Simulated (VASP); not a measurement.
Output of a VASP run:

### OUTCAR
```
 ion  position               nearest neighbor table
   1  0.000  0.000  0.000-
   2  0.500  0.500  0.500-   3 2.82   4 2.82   5 2.82   5 2.82   3 2.82   4 2.82
   3  0.500  0.000  0.500-   2 2.82   2 2.82
   4  0.000  0.500  0.500-   2 2.82   2 2.82
   5  0.500  0.500  0.000-   2 2.82   2 2.82
  LATTYP: Found a simple cubic cell.
 ALAT       =     5.6453557832
 Subroutine PRICEL returns:
 Original cell was already a primitive cell.
 Subroutine GETGRP returns: Found 48 space group operations
The static configuration has the point symmetry O_h .
The dynamic configuration has the point symmetry O_h .
 Subroutine INISYM returns: Found 48 space group operations
 Subroutine IBZKPT returns following result:
 Found     10 irreducible k-points:

 Following reciprocal coordinates:
            Coordinates               Weight
  0.000000  0.000000  0.000000      1.000000
  0.250000  0.000000  0.000000      6.000000
  0.500000  0.000000  0.000000      3.000000
  0.250000  0.250000  0.000000     12.000000
  0.500000  0.250000  0.000000     12.000000
  0.500000  0.500000  0.000000      3.000000
  0.250000  0.250000  0.250000      8.000000
  0.500000  0.250000  0.250000     12.000000
  0.500000  0.500000  0.250000      6.000000
  0.500000  0.500000  0.500000      1.000000
   k-points           NKPTS =     10   k-points in BZ     NKDIM =     10   number of bands    NBANDS=     26
   number of dos      NEDOS =    301   number of ions     NIONS =      5
   total plane-waves  NPLWV =  74088
   dimension x,y,z NGX =    42 NGY =   42 NGZ =   42
   dimension x,y,z NGXF=    84 NGYF=   84 NGZF=   84
   ions per type =               1   1   3
   PREC   = accura    normal or accurate (medium, high low for compatibility)
   ISTART =      0    job   : 0-new  1-cont  2-samecut
   ICHARG =      2    charge: 1-file 2-atom 10-const
   ISPIN  =      1    spin polarized calculation?
   LNONCOLLINEAR =      F non collinear calculations
   LSORBIT =      F    spin-orbit coupling
   INIWAV =      1    electr: 0-lowe 1-rand  2-diag
   ENCUT  =  520.0 eV  38.22 Ry    6.18 a.u.  10.50 10.50 10.50*2*pi/ulx,y,z
   NELM   =    100;   NELMIN=  2; NELMDL= -5     # of ELM steps
   EDIFF  = 0.1E-05   stopping-criterion for ELM
   LREAL  =      F    real-space projection
   NLSPLINE    = F    spline interpolate recip. space projectors
   LMAXMIX     =    4 max onsite mixed and CHGCAR
   VOSKOWN=      0    Vosko Wilk Nusair interpolation
   EDIFFG = -.2E-01   stopping-criterion for IOM
   NSW    =     60    number of steps for IOM
   NBLOCK =      1;   KBLOCK =     60    inner block; outer block
   IBRION =      2    ionic relax: 0-MD 1-quasi-New 2-CG
   NFREE  =      1    steps in history (QN), initial steepest desc. (CG)
   ISIF   =      3    stress and relaxation
   ISYM   =      2    0-nonsym 1-usesym 2-fastsym
   TEIN   =    0.0    initial temperature
   TEBEG  =    0.0;   TEEND  =   0.0 temperature during run
   SMASS  =  -3.00    Nose mass-parameter (am)
   PSTRESS=    0.0 pullay stress
   NELECT =      44.0000    total number of electrons
   EFERMI =   0.00;   METHOD = LEGACY
   ISMEAR =     0;   SIGMA  =   0.05  broadening in eV -4-tet -1-fermi 0-gaus
   IALGO  =     38    algorithm
   LDIAG  =      T    sub-space diagonalisation (order eigenvalues)
   IMIX   =      4    mixing-type and parameters
     AMIX     =   0.40;   BMIX     =  1.00
     AMIX_MAG =   1.60;   BMIX_MAG =  1.00
     AMIN     =   0.10
   GGA     = PE    functional components
   VOSKOWN =     0    Vosko Wilk Nusair interpolation
   LHFCALC =     F    Hartree Fock is set to
   LHFONE  =     F    Hartree Fock one center treatment
   AEXX    =    0.0000 exact exchange contribution
   IVDW    =    13    specifies the selected vdW correction
   LEPSILON=     F    determine dielectric tensor
   LRPA    =     F    only Hartree local field effects (RPA)
  energy-cutoff  :      520.00
  volume of cell :      179.92
      direct lattice vectors                 reciprocal lattice vectors
...
```

File OSZICAR:
```
       N       E                     dE             d eps       ncg     rms          rms(c)
DAV:   1     0.412313545593E+03    0.41231E+03   -0.19248E+04   520   0.152E+03
DAV:   2     0.327447169127E+02   -0.37957E+03   -0.37126E+03   630   0.347E+02
DAV:   3    -0.163194877163E+02   -0.49064E+02   -0.48856E+02   622   0.134E+02
DAV:   4    -0.183691990411E+02   -0.20497E+01   -0.20455E+01   712   0.348E+01
DAV:   5    -0.184092021087E+02   -0.40003E-01   -0.39985E-01   700   0.367E+00    0.523E+00
DAV:   6    -0.175428713110E+02    0.86633E+00   -0.18691E+00   712   0.143E+01    0.348E+00
DAV:   7    -0.175014995158E+02    0.41372E-01   -0.67717E-01   766   0.497E+00    0.188E+00
DAV:   8    -0.175158346496E+02   -0.14335E-01   -0.82039E-02   746   0.249E+00    0.261E-01
DAV:   9    -0.175146979874E+02    0.11367E-02   -0.20444E-02   744   0.114E+00    0.137E-01
DAV:  10    -0.175152102249E+02   -0.51224E-03   -0.20517E-03   634   0.300E-01    0.452E-02
DAV:  11    -0.175152943810E+02   -0.84156E-04   -0.18756E-04   728   0.111E-01    0.142E-02
DAV:  12    -0.175152987320E+02   -0.43511E-05   -0.29879E-05   690   0.680E-02    0.802E-03
DAV:  13    -0.175152980792E+02    0.65279E-06   -0.30251E-06   600   0.129E-02
   1 F= -.18410912E+02 E0= -.18410912E+02  d E =-.184109E+02
       N       E                     dE             d eps       ncg     rms          rms(c)
DAV:   1    -0.176072026036E+02   -0.91904E-01   -0.20512E+00   690   0.158E+01    0.156E+00
DAV:   2    -0.175424311312E+02    0.64771E-01   -0.14111E-01   678   0.367E+00    0.509E-01
DAV:   3    -0.175321499998E+02    0.10281E-01   -0.38819E-02   662   0.199E+00    0.235E-01
DAV:   4    -0.175318484055E+02    0.30159E-03   -0.14795E-03   786   0.343E-01    0.965E-02
DAV:   5    -0.175317961404E+02    0.52265E-04   -0.22695E-04   654   0.135E-01    0.317E-02
DAV:   6    -0.175317885503E+02    0.75901E-05   -0.18864E-05   590   0.414E-02    0.605E-03
DAV:   7    -0.175317877561E+02    0.79422E-06   -0.22520E-06   496   0.174E-02
   2 F= -.18415318E+02 E0= -.18415318E+02  d E =-.440636E-02
```

### OUTCAR
```
------------------------ aborting loop because EDIFF is reached ----------------------------------------
  Edisp (eV):   -0.88353
  FORCE on cell =-STRESS in cart. coord.  units (eV):
  Direction    XX          YY          ZZ          XY          YZ          ZX
  --------------------------------------------------------------------------------------
  Total       0.08282     0.08282     0.08282    -0.00000    -0.00000     0.00000
  in kB       0.72673     0.72673     0.72673    -0.00000    -0.00000     0.00000
  external pressure =        0.73 kB  Pullay stress =        0.00 kB
  volume of cell :      182.59
      direct lattice vectors                 reciprocal lattice vectors
     5.673149517 -0.000000000 -0.000000000     0.176268931  0.000000000 -0.000000000
    -0.000000000  5.673149517 -0.000000000     0.000000000  0.176268931 -0.000000000
     0.000000000  0.000000000  5.673149517     0.000000000  0.000000000  0.176268931
 POSITION                                       TOTAL-FORCE (eV/Angst)
 -----------------------------------------------------------------------------------
      0.00000      0.00000      0.00000        -0.000000     -0.000000      0.000000
      2.83657      2.83657      2.83657         0.000000      0.000000      0.000000
      2.83657      0.00000      2.83657        -0.000000     -0.000000      0.000000
      0.00000      2.83657      2.83657        -0.000000     -0.000000      0.000000
      2.83657      2.83657     -0.00000        -0.000000     -0.000000      0.000000
 -----------------------------------------------------------------------------------
    total drift:                                0.000000     -0.000000     -0.000000
  FREE ENERGIE OF THE ION-ELECTRON SYSTEM (eV)
  ---------------------------------------------------
  free  energy   TOTEN  =       -18.4153182369 eV

  energy  without entropy=      -18.4153182369  energy(sigma->0) =      -18.41531824

 reached required accuracy - stopping structural energy minimisation
```
(Selected blocks of OUTCAR.)

**POSCAR**
```
CsPbCl3
1
    5.6453557832     0.0000000000    -0.0000000000
   -0.0000000000     5.6453557832     0.0000000000
    0.0000000000     0.0000000000     5.6453557832
Cs Pb Cl
1 1 3
Direct
  0.0000000000   0.0000000000   0.0000000000
  0.5000000000   0.5000000000   0.5000000000
  0.5000000000   0.0000000000   0.5000000000
  0.0000000000   0.5000000000   0.5000000000
  0.5000000000   0.5000000000   0.0000000000
```

**Question.** Write an INCAR and KPOINTS that could have produced this output.

**Answer.** Several could match; the one computed here: the input of the run itself, PBE GGA with D4 dispersion, plane waves, VASP's PBE PAW potentials (set 64).

**INCAR**
```
# general
SYSTEM  = CsPbCl3
PREC    = Accurate
ENCUT   = 520
LREAL   = .FALSE.   # projection in real space or not
LASPH   = .TRUE.

# electronic loop
EDIFF   = 1E-6   # SCF stop (eV)
NELM    = 100   # most electronic steps
ALGO    = Normal   # blocked Davidson
LMAXMIX = 4   # l cut-off of mixed one-centre charges

# smearing
ISMEAR  = 0
SIGMA   = 0.05   # width (eV)

# functional
GGA     = PE   # PBE
IVDW    = 13

# ions
IBRION  = 2   # conjugate gradients
NSW     = 60   # most ionic steps
ISIF    = 3
EDIFFG  = -0.02

# output
LWAVE   = .FALSE.
LCHARG  = .FALSE.
```

### KPOINTS
```
Automatic mesh
0
G
 4 4 4
```

POTCAR, in this order: Cs_sv Pb_d Cl (PBE.64 set). Program: vasp_std.

The compound is CsPbCl3 in the cubic perovskite structure, the ideal cubic form; the compound distorts at low or room temperature. This run relaxes it. Symmetry was kept, so distortions that lower it aren't found. The start is the result of an earlier pass.
